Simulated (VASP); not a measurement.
Output of a VASP run:

OSZICAR:
```
       N       E                     dE             d eps       ncg     rms          rms(c)
DAV:   1     0.276547063595E+03    0.27655E+03   -0.18703E+04   480   0.147E+03
DAV:   2    -0.213191141759E+01   -0.27868E+03   -0.27599E+03   640   0.334E+02
DAV:   3    -0.276879134048E+02   -0.25556E+02   -0.25104E+02   720   0.852E+01
DAV:   4    -0.287311689335E+02   -0.10433E+01   -0.10428E+01   712   0.174E+01
DAV:   5    -0.287718184188E+02   -0.40649E-01   -0.40648E-01   728   0.291E+00    0.311E+01
DAV:   6    -0.239336764568E+02    0.48381E+01   -0.37721E+01   536   0.209E+01    0.340E+01
DAV:   7    -0.237890520035E+02    0.14462E+00   -0.33512E+00   576   0.772E+00    0.204E+01
DAV:   8    -0.235955299816E+02    0.19352E+00   -0.92163E-01   544   0.494E+00    0.211E+00
DAV:   9    -0.235758627728E+02    0.19667E-01   -0.16984E-01   848   0.151E+00    0.108E+00
DAV:  10    -0.235783402850E+02   -0.24775E-02   -0.16127E-02   592   0.505E-01    0.348E-01
DAV:  11    -0.235776424077E+02    0.69788E-03   -0.65487E-03   664   0.264E-01    0.742E-02
DAV:  12    -0.235776971198E+02   -0.54712E-04   -0.41371E-04   656   0.842E-02    0.287E-02
DAV:  13    -0.235777023310E+02   -0.52112E-05   -0.29927E-05   688   0.240E-02    0.167E-02
DAV:  14    -0.235777012502E+02    0.10808E-05   -0.32441E-05   584   0.173E-02    0.962E-03
DAV:  15    -0.235777004395E+02    0.81061E-06   -0.35462E-06   536   0.714E-03
   1 F= -.23577700E+02 E0= -.23577555E+02  d E =-.235777E+02
       N       E                     dE             d eps       ncg     rms          rms(c)
DAV:   1    -0.235809697418E+02   -0.32685E-02   -0.85251E-02   552   0.194E+00    0.436E-01
DAV:   2    -0.235788815442E+02    0.20882E-02   -0.10303E-02   712   0.593E-01    0.196E-01
DAV:   3    -0.235779236919E+02    0.95785E-03   -0.26669E-03   776   0.285E-01    0.248E-01
DAV:   4    -0.235778792699E+02    0.44422E-04   -0.54544E-04   784   0.971E-02    0.192E-01
DAV:   5    -0.235779284315E+02   -0.49162E-04   -0.73272E-05   872   0.364E-02    0.908E-02
DAV:   6    -0.235779280001E+02    0.43144E-06   -0.13662E-04   840   0.534E-02    0.120E-02
DAV:   7    -0.235779275631E+02    0.43701E-06   -0.56075E-06   648   0.129E-02
   2 F= -.23577928E+02 E0= -.23577815E+02  d E =-.227124E-03
```

### OUTCAR
```
------------------------ aborting loop because EDIFF is reached ----------------------------------------
  FORCE on cell =-STRESS in cart. coord.  units (eV):
  Direction    XX          YY          ZZ          XY          YZ          ZX
  --------------------------------------------------------------------------------------
  Total       -0.0228307     -0.0228307     -0.0228307      0.0000000      0.0000000     -0.0000000
  in kB       -0.2686916     -0.2686916     -0.2686916      0.0000000      0.0000000     -0.0000000
  external PRESSURE =      -0.2686916 kB  Pullay stress =       0.0000000 kB
  volume of cell :      136.14
      direct lattice vectors                 reciprocal lattice vectors
     5.144291247 -0.000000000 -0.000000000     0.194390238 -0.000000000 -0.000000000
     0.000000000  5.144291247 -0.000000000     0.000000000  0.194390238 -0.000000000
     0.000000000  0.000000000  5.144291247     0.000000000  0.000000000  0.194390238
 POSITION                                       TOTAL-FORCE (eV/Angst)
 -----------------------------------------------------------------------------------
      0.00000      2.57215      2.57215        -0.000000     -0.000000      0.000000
      2.57215      0.00000      2.57215        -0.000000     -0.000000      0.000000
      2.57215      2.57215     -0.00000         0.000000      0.000000      0.000000
      0.00000      0.00000      0.00000         0.000000      0.000000      0.000000
      2.57215      2.57215      2.57215         0.000000      0.000000      0.000000
 -----------------------------------------------------------------------------------
    total drift:                                0.000000     -0.000000     -0.000000
  FREE ENERGIE OF THE ION-ELECTRON SYSTEM (eV)
  ---------------------------------------------------
  free  energy   TOTEN  =       -23.5779275631 eV

  energy  without entropy=      -23.5777030251  energy(sigma->0) =      -23.57781529

 reached required accuracy - stopping structural energy minimisation
```
(Selected blocks of OUTCAR.)

### POSCAR
```
Sr3SbN
1
    5.1373562969     0.0000000000    -0.0000000000
    0.0000000000     5.1373562969     0.0000000000
    0.0000000000     0.0000000000     5.1373562969
Sr Sb N
3 1 1
Direct
  0.0000000000   0.5000000000   0.5000000000
  0.5000000000   0.0000000000   0.5000000000
  0.5000000000   0.5000000000   0.0000000000
  0.0000000000   0.0000000000   0.0000000000
  0.5000000000   0.5000000000   0.5000000000
```

Q: Write an INCAR and KPOINTS that could have produced this output.

A: Several could match; the one computed here: the input of the run itself, PBEsol GGA, plane waves, VASP's PBE PAW potentials (set 64).

**INCAR**
```
SYSTEM = Sr3SbN
PREC = Accurate; ENCUT = 520; LREAL = .FALSE.
LASPH = .TRUE.
EDIFF = 1E-6; NELM = 100; ALGO = Normal
LMAXMIX = 4
ISMEAR = 0; SIGMA = 0.05
GGA = PS
IBRION = 2; NSW = 60; ISIF = 3
EDIFFG = -0.02
LWAVE = .FALSE.; LCHARG = .FALSE.
```

KPOINTS:
```
Automatic mesh
0
Gamma
4 4 4
0 0 0
```

POTCAR, in this order: Sr_sv Sb N (PBE.64 set). Program: vasp_std.

The structure comes from a computed database's Sr3SbN entry (Pm-3m); how it stands against other phases isn't given here. This run relaxes it. Symmetry was kept, so distortions that lower it aren't found. The start is the result of an earlier pass.
